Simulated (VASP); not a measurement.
Computed with TPSS meta-GGA, VASP's PBE PAW potentials (set 64) (plane waves; VASP 6.6.1).

VASP input:

### INCAR
```
# general
SYSTEM =Ba atom
PREC   =Normal
ENCUT  =520
LREAL  =.False.
LASPH  =.True.
ISYM   =0

# electronic loop
EDIFF  =1E-6
NELM   =200
ALGO   =All
LMAXMIX=4
LMIXTAU=.True.

# smearing
ISMEAR =0
SIGMA  =0.01

# functional
METAGGA=TPSS

# spin
ISPIN  =2
MAGMOM =0
NUPDOWN=0

# output
LWAVE  =.False.
LCHARG =.False.
LORBIT =10
```

### POSCAR
```
Ba atom
1
   12.0000000000     0.0000000000     0.0000000000
    0.0000000000    12.5000000000     0.0000000000
    0.0000000000     0.0000000000    13.0000000000
Ba
1
Direct
  0.0000000000   0.0000000000   0.0000000000
```

**KPOINTS**
```
Automatic mesh
0
Gamma
1 1 1
0 0 0
```

POTCAR, in this order: Ba_sv (PBE.64 set). Program: vasp_gam. Read from the step before: WAVECAR.

Q: What will the output report for the number of irreducible k-points (NKPTS), largest plane-wave count, FFT grid (NGX, NGY, NGZ)?

A: 
```
Property                                       Value
--------------------------------------  ------------
number of irreducible k-points (NKPTS)             1
largest plane-wave count                       26244
FFT grid (NGX, NGY, NGZ)                70 × 70 × 80
```

The cell is a free atom in a box.
